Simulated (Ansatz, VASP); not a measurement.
# Al7Ga11N18: VASP beside Ansatz, part 2 of 3

One calculation is typed for both programs; each brings its own data sets. How far apart do they land? Of the first pair: The structure shown is frame 50 of Ansatz's trajectory.

VASP 6.6.1 and Ansatz 0.2.0.

So far. Step 3 (VASP: single point, revPBE, pair 1): The run ends at a pressure of 8.18 GPa, with forces up to 2.9 eV/Å.

### Step 6. VASP: single point, revPBE, pair 2

Level of this step: revPBE; plane waves and PAW (Ga_d, N, Al) (VASP).

The same cell, functional and mesh now go to VASP, with its own data sets.

Input file INCAR:

```
SYSTEM = Al7Ga11N18
PREC = Accurate
ENCUT = 520
EDIFF = 1E-06
NELM = 120
ISMEAR = 0
SIGMA = 0.01
LREAL = Auto
ALGO = Normal
GGA = RE
NBANDS = 304
LORBIT = 11
LWAVE = .FALSE.
LCHARG = .FALSE.
ISIF = 2
LASPH = .TRUE.
GGA_COMPAT = .FALSE.
EFERMI = MIDGAP
NCORE = 2
```

Input file POSCAR:

```
Al7Ga11N18
1.0
    9.4773000000      0.0000000000      0.0000000000
   -4.7386500000      8.2075830000      0.0000000000
    0.0000000000      0.0000000000     10.2122000000
Ga N Al
22 36 14
Direct
    0.9888497446      0.9996466682      0.9985507530
    0.0028638611      0.9976241483      0.4938407003
    0.0010055097      0.3386258780      0.0020661562
    0.0982072278      0.5498695536      0.2497698831
    0.0081385690      0.3348488830      0.5067957933
    0.9903943246      0.6688327124      0.0014688314
    0.0045577321      0.6644708923      0.4989522336
    0.1119024069      0.8880446290      0.7510526625
    0.3516105974      0.0103339802      0.4983451166
    0.3470299962      0.3367008290      0.4924697910
    0.4397636694      0.5493700155      0.7492998570
    0.3299891739      0.6688205285      0.9978457139
    0.4488621321      0.8976820582      0.2483989738
    0.4528535460      0.8935517314      0.7511212080
    0.6637941125      0.9986232244      0.9968371164
    0.7802881971      0.2277284311      0.2500440649
    0.6663219487      0.9918611850      0.5012534028
    0.7667031694      0.2158369888      0.7467538826
    0.6730096949      0.3333259012      0.5063845205
    0.6639046452      0.6671147888      0.9963572981
    0.7717612053      0.8855713064      0.2485752335
    0.7788288313      0.8837315444      0.7510624547
    0.1069513700      0.2168360649      0.0593897495
    0.9995385056      0.0020103361      0.3095317366
    0.1226904164      0.2240245393      0.5608389965
    0.0083795542      0.0044349232      0.8085916845
    0.0890970566      0.5472865763      0.0609662952
    0.9924422519      0.3268806420      0.3126358669
    0.1152195959      0.5555106784      0.5656078024
    0.9907364430      0.3331553272      0.8117839447
    0.1090881957      0.8962809149      0.0638256203
    0.0161001223      0.6848544815      0.3122441785
    0.1285356610      0.8847184366      0.5662247116
    0.0021350910      0.6714644250      0.8121462564
    0.4561973161      0.2346488607      0.0520945536
    0.3497214679      0.0114305271      0.3101290613
    0.4395535862      0.2162390560      0.5668220364
    0.3353094219      0.0046907841      0.8198625174
    0.4426555227      0.5524525308      0.0576271518
    0.3347663474      0.3346904929      0.3003760208
    0.4435740602      0.5528545980      0.5683202444
    0.3307344538      0.3423906892      0.8201366992
    0.4358069222      0.8841701631      0.0611327628
    0.3375957398      0.6647876726      0.3190693484
    0.4447622650      0.8894823238      0.5591155677
    0.3297305862      0.6598410275      0.8056246450
    0.7627511657      0.2211857011      0.0557568399
    0.6740370074      0.9974678294      0.3069661777
    0.7805892861      0.2232447725      0.5577642428
    0.6676445373      0.9940420950      0.8076614246
    0.7594376474      0.5526718402      0.0641781399
    0.6640229716      0.3342396903      0.3101094769
    0.7786560111      0.5569849248      0.5608977498
    0.6589068155      0.3312668297      0.8069172167
    0.7733672328      0.8904082968      0.0614656979
    0.6654230503      0.6698561562      0.3105990874
    0.7799723789      0.8780416841      0.5576467363
    0.6619582191      0.6570387409      0.8080335285
    0.1116927083      0.2169700873      0.2517283249
    0.1001126758      0.2209907594      0.7575253129
    0.1046546259      0.5531835621      0.7513562210
    0.1219663882      0.9084891374      0.2524333640
    0.3393369269      0.0037769950      0.0072658193
    0.4531725265      0.2353311566      0.2421025832
    0.4406556327      0.2289102651      0.7701180940
    0.3360402781      0.3314983230      0.0047688059
    0.4440544957      0.5636494934      0.2475764282
    0.3338278208      0.6631184845      0.5062572218
    0.6629659751      0.3303530406      0.9892089853
    0.7834015137      0.5705699230      0.2519045847
    0.7677720888      0.5459585361      0.7455984019
    0.6709909299      0.6674437529      0.4991187012
```

Input file KPOINTS:

```
Automatic mesh
0
Gamma
1 1 1
0 0 0
```

The projector-augmented-wave data sets are Ga_d, N and Al (PBE family, release 64).

The run is started by

```console
> mpirun -np 8 vasp_gam
```

The log of the run:

```text
[banner, memory and clock lines left out]
running    8 mpi-ranks, on    1 nodes
[...]
[... a notice as in an earlier step ...]

 LDA part: xc-table for (Slater+PW92), standard interpolation
 POSCAR, INCAR and KPOINTS ok, starting setup
[...]
entering main loop
       N       E                     dE             d eps       ncg     rms          rms(c)
DAV:   1     0.119102782523E+05    0.11910E+05   -0.18826E+05   664   0.313E+03
DAV:   2     0.291942128255E+04   -0.89909E+04   -0.84676E+04   608   0.946E+02
DAV:   3    -0.526857728515E+02   -0.29721E+04   -0.27746E+04   800   0.347E+02
DAV:   4    -0.491044370385E+03   -0.43836E+03   -0.43001E+03   776   0.139E+02
[...]
DAV:  20    -0.442625130692E+03   -0.25453E-05   -0.11250E-05   832   0.336E-02    0.638E-03
DAV:  21    -0.442625131487E+03   -0.79526E-06   -0.11846E-05   640   0.148E-02    0.455E-03
DAV:  22    -0.442625131464E+03    0.22832E-07   -0.19792E-06   416   0.624E-03
   1 F= -.44262513E+03 E0= -.44262513E+03  d E =0.000000E+00
```

OUTCAR, selected parts (step 6):

```text
  Total       44.4256551     48.8784108     38.3713027     -7.8218383      1.5646463      0.2999477
  in kB       89.6035466     98.5844541     77.3923266    -15.7761196      3.1557860      0.6049742
  external PRESSURE =      88.5267758 kB  Pullay stress =       0.0000000 kB

 POSITION                                       TOTAL-FORCE (eV/Angst)
 -----------------------------------------------------------------------------------
      4.63465      8.20468     10.19740         1.412926     -0.031921     -0.110079
     -4.70025      8.18808      5.04320         0.988195      0.154113      1.725397
     -1.59510      2.77930      0.02110        -0.464733     -1.990890     -0.345541
     -1.67490      4.51310      2.55070         1.451638      0.655830      0.498252
     -1.50960      2.74830      5.17550         0.069242     -0.428487     -0.703052
      6.21690      5.48950      0.01500        -0.377925      0.330912      0.104905
     -3.10550      5.45370      5.09540         0.073079      0.707491      0.541851
     -3.14760      7.28870      7.66990         0.856957      0.590151     -0.061594
      3.28335      0.08482      5.08920        -1.263671     -1.087900      0.141588
      1.69340      2.76350      5.02920        -0.748357     -0.379859      0.679857
      1.56450      4.50900      7.65200        -0.072989      0.576892      0.623371
     -0.04190      5.48940     10.19020        -0.147963     -1.358327     -0.177780
      0.00020      7.36780      2.53670         0.868325     -1.532198      0.657457
      0.05760      7.33390      7.67060        -2.100760     -1.055686     -0.326249
[...]
-----------------------------------------------------------------------------------
    total drift:                                0.006714     -0.011460     -0.003984

  FREE ENERGIE OF THE ION-ELECTRON SYSTEM (eV)
  ---------------------------------------------------
  free  energy   TOTEN  =      -442.6251314641 eV

  energy  without entropy=     -442.6251314641  energy(sigma->0) =     -442.62513146

[... 2 parts as in an earlier step ...]

[... 1 further part left out ...]
[key lines of the parts left out:]
E-fermi :   7.2024
```

The run ends at a pressure of 8.85 GPa, with forces up to 2.9 eV/Å.

### Step 7. Side by side

Forces on 9 of the 72 atoms, those with the largest forces and the largest differences (eV/Å; atoms numbered as in POSCAR):

```
atom          Ansatz x, y, z            VASP x, y, z
 Ga3  -0.466, -2.047, -0.350  -0.465, -1.991, -0.346
Ga14  -2.127, -1.070, -0.328  -2.101, -1.056, -0.326
 N27     1.439, 1.860, 0.420     1.425, 1.812, 0.413
 N36   -2.191, 1.026, -1.213   -2.188, 1.020, -1.228
 N37     0.903, 2.045, 1.478     0.895, 2.011, 1.467
 N41    0.677, 1.129, -2.609    0.677, 1.146, -2.592
 N42   -0.083, -2.618, 0.148   -0.074, -2.607, 0.141
 N48    -1.755, 1.111, 0.825    -1.719, 1.083, 0.802
Al65  -0.967, -1.338, -1.996  -0.963, -1.336, -1.995
```

The forces differ by 14 meV/Å r.m.s., which is 1.5 % of the r.m.s. force of 0.907 eV/Å (both taken over all components).

### Step 8. Ansatz: dynamics, revPBE

One frame of this run of dynamics is then solved in both programs, so the motion causes no difference.

The structure compared here is frame 150 of Ansatz's trajectory.

Input file input.yaml:

```yaml
crystal:
  lattice:
    - [9.4773, 0.0, 0.0]
    - [-4.73865, 8.207582559286259, 0.0]
    - [0.0, 0.0, 10.2122]
  atoms:
    - { symbol: Ga, position: [0.0017521320974959625, 0.002102544202317779, 0.0010562398117655307] }
    - { symbol: "N", position: [0.11097374220958742, 0.22509275125663983, 0.06092057620613116] }
    - { symbol: Al, position: [0.11105664444417311, 0.2221638421051027, 0.24812509899418847] }
    - { symbol: "N", position: [0.9967725052274383, 0.0015747077560638474, 0.3093971548880648] }
    - { symbol: Ga, position: [0.0014351918723783683, 0.0016009233820194104, 0.49912623754347546] }
    - { symbol: "N", position: [0.10949774799425564, 0.22444374196299718, 0.560944824647937] }
    - { symbol: Al, position: [0.11061507279829819, 0.2239579835885459, 0.7472491935120885] }
    - { symbol: "N", position: [0.0029800176149274733, 0.004705565944358197, 0.8095984495752162] }
    - { symbol: Ga, position: [0.9993506140780688, 0.3363747331856472, 0.0004434955638577063] }
    - { symbol: "N", position: [0.10480094525395398, 0.5522868750974002, 0.06073461277726098] }
    - { symbol: Ga, position: [0.10873112187975156, 0.5546364375790248, 0.24850693880113278] }
    - { symbol: "N", position: [0.9988148675572828, 0.33456172878091256, 0.31128091693565996] }
    - { symbol: Ga, position: [0.0017480342190969783, 0.3377519909523764, 0.496466647576889] }
    - { symbol: "N", position: [0.11027659276215834, 0.5547756454314914, 0.5616631638287508] }
    - { symbol: Al, position: [0.10681395054412748, 0.5521319587725407, 0.7499250756642013] }
    - { symbol: "N", position: [0.9995333599586482, 0.33496560675766285, 0.8098330686050593] }
    - { symbol: Ga, position: [0.9962798786339807, 0.6649767142378161, 0.99735628907699] }
    - { symbol: "N", position: [0.11083337196403222, 0.8875894162798332, 0.05884116910220086] }
    - { symbol: Al, position: [0.10930763407211692, 0.8893181487339227, 0.2537860719688349] }
    - { symbol: "N", position: [0.9967967087055771, 0.6645919021101272, 0.3098803188464844] }
    - { symbol: Ga, position: [0.9940067652835516, 0.6639191796298994, 0.5025651471699258] }
    - { symbol: "N", position: [0.11146510262380309, 0.8886766965158253, 0.5627172561716215] }
    - { symbol: Ga, position: [0.11449795069239721, 0.8901053733344254, 0.749084277389177] }
    - { symbol: "N", position: [0.0017261369116664024, 0.6703179394708294, 0.8076863485884872] }
    - { symbol: Al, position: [0.3372015212436618, 0.0010516146146875081, 0.000550490460622053] }
    - { symbol: "N", position: [0.4471316314851073, 0.22272581969694372, 0.059951562402500526] }
    - { symbol: Al, position: [0.4466753803922624, 0.2270434407302454, 0.24818520506717348] }
    - { symbol: "N", position: [0.3306729743664939, 0.9988233254247016, 0.31235356367331246] }
    - { symbol: Ga, position: [0.33365578609242375, 0.9980640028340773, 0.5020452196468101] }
    - { symbol: "N", position: [0.4448512325650414, 0.21935680292971751, 0.5586544636685147] }
    - { symbol: Al, position: [0.44529696667288093, 0.22201326120425413, 0.7490433770487396] }
    - { symbol: "N", position: [0.33176564925800306, 1.5515784881573397e-05, 0.8125817243569594] }
    - { symbol: Al, position: [0.3367198486065895, 0.3325893611825791, 0.9994026333990776] }
    - { symbol: "N", position: [0.4457057048822447, 0.5582543928693172, 0.06190773804284704] }
    - { symbol: Al, position: [0.4439612915652371, 0.5523331814060198, 0.2490876982266041] }
    - { symbol: "N", position: [0.3344167463950091, 0.336820498038308, 0.31347469680578766] }
    - { symbol: Ga, position: [0.3364622121043949, 0.33559670034661315, 0.5021491965755412] }
    - { symbol: "N", position: [0.4497840574066219, 0.562165908550783, 0.5601936399941059] }
    - { symbol: Ga, position: [0.450655415951826, 0.5595640073333205, 0.7518713847468096] }
    - { symbol: "N", position: [0.33563692354120306, 0.33570096019874285, 0.8075212595291145] }
    - { symbol: Ga, position: [0.32955971913414034, 0.6664116272065452, 0.9988617959114071] }
    - { symbol: "N", position: [0.4442975572176444, 0.8888227340995494, 0.06543075369650182] }
    - { symbol: Ga, position: [0.4416578691819062, 0.8861609059393873, 0.2500675157712391] }
    - { symbol: "N", position: [0.3317678134135284, 0.6665199666962416, 0.3100285024207533] }
    - { symbol: Al, position: [0.3323081176599896, 0.6655653421050196, 0.5002619305743962] }
    - { symbol: "N", position: [0.44090075279047136, 0.8882307151768655, 0.5620681749701965] }
    - { symbol: Ga, position: [0.44650458837049506, 0.8916257417640672, 0.7488136314767122] }
    - { symbol: "N", position: [0.33695371749066205, 0.669691489864032, 0.809773858640359] }
    - { symbol: Ga, position: [0.670395763323682, 0.003420254808518668, 0.0017887094961935533] }
    - { symbol: "N", position: [0.7806810818625911, 0.22515654568717558, 0.05738436915178638] }
    - { symbol: Ga, position: [0.7793597580597115, 0.22243211303763152, 0.24834520879587713] }
    - { symbol: "N", position: [0.6683073507659482, 0.9981491189393162, 0.3123861335675563] }
    - { symbol: Ga, position: [0.6678588856754181, 0.0037886669832730775, 0.5026153756276873] }
    - { symbol: "N", position: [0.7752811390838058, 0.22582295984211362, 0.5631183985547027] }
    - { symbol: Ga, position: [0.7824257194990862, 0.22056391536069714, 0.7534948781406338] }
    - { symbol: "N", position: [0.668516542351931, 0.0035025219344405854, 0.8107370258645861] }
    - { symbol: Al, position: [0.6657301636558053, 0.33303465181503467, 0.9982563967064989] }
    - { symbol: "N", position: [0.7768211008882756, 0.5557086823325013, 0.06285927836996459] }
    - { symbol: Al, position: [0.7748709283613362, 0.5534883566350863, 0.24914417519743376] }
    - { symbol: "N", position: [0.6676923426257724, 0.33260223113340603, 0.3092710286475498] }
    - { symbol: Ga, position: [0.6650406014611572, 0.3326371525402934, 0.49683689307092627] }
    - { symbol: "N", position: [0.7795007028388691, 0.5581829654072706, 0.5613685811627442] }
    - { symbol: Al, position: [0.7755511333854076, 0.5548799242380296, 0.7488720923954038] }
    - { symbol: "N", position: [0.6647628806518999, 0.33155952051531284, 0.8119967322895942] }
    - { symbol: Ga, position: [0.6655338570834246, 0.6664884573725265, 0.0015789370467575192] }
    - { symbol: "N", position: [0.7817073352377893, 0.8961250004220125, 0.06031239597113694] }
    - { symbol: Ga, position: [0.7763269752473502, 0.886461307261381, 0.24942175308681466] }
    - { symbol: "N", position: [0.6681442968291447, 0.6656454578718516, 0.31032503140837414] }
    - { symbol: Al, position: [0.6667558965654369, 0.6609208597135746, 0.5028504811760112] }
    - { symbol: "N", position: [0.7800630226993222, 0.8880873239355573, 0.5568116738577484] }
    - { symbol: Ga, position: [0.7771826602594036, 0.8896510018883753, 0.7487496744095377] }
    - { symbol: "N", position: [0.6642151477429745, 0.6656887827863964, 0.8105899164075275] }
kpoints:
  mp_grid:
    grid: [1, 1, 1]
hamiltonian:
  xc: revpbe
scf:
  occupations:
    method: fixed
md:
  timestep: 1.0
  n_steps: 150
  ensemble: nvt_nose_hoover
  temperature: 600.0
  initial_velocities: maxwell_boltzmann
  seed: 123
```

The run is started by

```console
> python dynamics.py
```

(Part 2 of 3 ends here.)

[Lines on the potential files, build, host, timing and source positions are cut from VASP's logs without a mark.]

[Logs are printed without paths, hosts, clocks, repeated set-up lines and the standing remarks that a program may print on its own settings, such as how far it seeks lower states.]

[Hosts, paths, dates, database ids (printed as entryN), source tags and the programs' standing remarks are cut or masked in the printed files.]
